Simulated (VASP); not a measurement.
OSZICAR of a VASP run on CsPbBr3 (cubic perovskite):

**OSZICAR**
```
       N       E                     dE             d eps       ncg     rms          rms(c)
DAV:   1     0.398637956265E+03    0.39864E+03   -0.18842E+04   520   0.150E+03
DAV:   2     0.289943845903E+02   -0.36964E+03   -0.36329E+03   668   0.331E+02
DAV:   3    -0.145606510899E+02   -0.43555E+02   -0.43395E+02   590   0.125E+02
DAV:   4    -0.163591925545E+02   -0.17985E+01   -0.17923E+01   672   0.340E+01
DAV:   5    -0.164150099080E+02   -0.55817E-01   -0.55777E-01   672   0.476E+00    0.429E+00
DAV:   6    -0.158465173515E+02    0.56849E+00   -0.10814E+00   754   0.989E+00    0.239E+00
DAV:   7    -0.158062894046E+02    0.40228E-01   -0.51935E-01   752   0.403E+00    0.934E-01
DAV:   8    -0.158194265385E+02   -0.13137E-01   -0.60378E-02   650   0.210E+00    0.204E-01
DAV:   9    -0.158210971397E+02   -0.16706E-02   -0.10571E-02   686   0.759E-01    0.976E-02
DAV:  10    -0.158215176526E+02   -0.42051E-03   -0.95705E-04   638   0.195E-01    0.458E-02
DAV:  11    -0.158217255313E+02   -0.20788E-03   -0.36757E-04   568   0.125E-01    0.921E-03
DAV:  12    -0.158217325509E+02   -0.70196E-05   -0.32541E-05   762   0.521E-02    0.698E-03
DAV:  13    -0.158217338897E+02   -0.13388E-05   -0.32859E-06   510   0.125E-02    0.282E-03
DAV:  14    -0.158217342802E+02   -0.39047E-06   -0.75870E-07   354   0.787E-03
   1 F= -.15821734E+02 E0= -.15821734E+02  d E =-.158217E+02
```

Q: Which electronic solver shows in the log?

A: It is blocked Davidson (ALGO = Normal, or the opening steps of other solvers). The INCAR had ALGO = Normal.

Q: Can the final energy be trusted as converged?

A: The calculation finished and met its thresholds. It stopped with EDIFF = 1E-6, NELM = 100, NSW = 60 and EDIFFG = -0.02 after 1 ionic step (AM05 GGA, plane waves, VASP's PBE PAW potentials (set 64)).

The compound is CsPbBr3 in the cubic perovskite structure, the ideal cubic form; the compound distorts at low or room temperature. It was relaxed first. The start is the result of an earlier pass.
